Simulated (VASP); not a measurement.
Calculation: PBE GGA, VASP's PBE PAW potentials (set 64) (plane waves; VASP 6.6.1).

Input for VASP

POSCAR:
```
FeSi
1
    4.4468161538     0.0000000000    -0.0000000000
    0.0000000000     4.4468161538     0.0000000000
    0.0000000000     0.0000000000     4.4468161538
Fe Si
4 4
Direct
  0.8633903453   0.6366096547   0.3633903453
  0.3633903453   0.8633903453   0.6366096547
  0.1366096547   0.1366096547   0.1366096547
  0.6366096547   0.3633903453   0.8633903453
  0.1590661058   0.3409338942   0.6590661058
  0.6590661058   0.1590661058   0.3409338942
  0.8409338942   0.8409338942   0.8409338942
  0.3409338942   0.6590661058   0.1590661058
```

### INCAR
```
SYSTEM = FeSi
PREC = Accurate
ENCUT = 400
EDIFF = 1E-7
NELM = 100
ALGO = Normal
LREAL = .FALSE.
LASPH = .TRUE.
ISMEAR = 0
SIGMA = 0.01
GGA = PE
LMAXMIX = 4
LWAVE = .FALSE.
LCHARG = .FALSE.
LOPTICS = .TRUE.
NBANDS = 87
NEDOS = 1001
CSHIFT = 0.1
```

KPOINTS:
```
Automatic mesh
0
Gamma
11 11 11
0 0 0
```

POTCAR, in this order: Fe Si (PBE.64 set). Program: vasp_std.

The dielectric response may not be converged in the k-mesh; for small gaps it tends to come out too large.

Problem. Predict the energy per atom (σ→0).

Solution. 
```json
{
 "energy per atom (σ→0)": "-7.348 eV/atom"
}
```

File OSZICAR:
```
...
DAV:  10    -0.587819445739E+02    0.32388E-02   -0.42598E-03 15368   0.247E-01    0.243E-01
DAV:  11    -0.587818046214E+02    0.13995E-03   -0.21457E-04 15932   0.699E-02    0.496E-02
DAV:  12    -0.587818150732E+02   -0.10452E-04   -0.86745E-05 15320   0.359E-02    0.237E-02
DAV:  13    -0.587818108428E+02    0.42304E-05   -0.17128E-06 15108   0.571E-03    0.916E-03
DAV:  14    -0.587818092251E+02    0.16177E-05   -0.37855E-07 17064   0.631E-03    0.275E-03
DAV:  15    -0.587818091452E+02    0.79921E-07   -0.64459E-08  9424   0.110E-03
   1 F= -.58781809E+02 E0= -.58781809E+02  d E =-.167453E-23
 imaginary and real dielectric function
```

The compound is FeSi in the B20 structure. It was relaxed first. The run is not spin-polarised, so no magnetic state was tried.
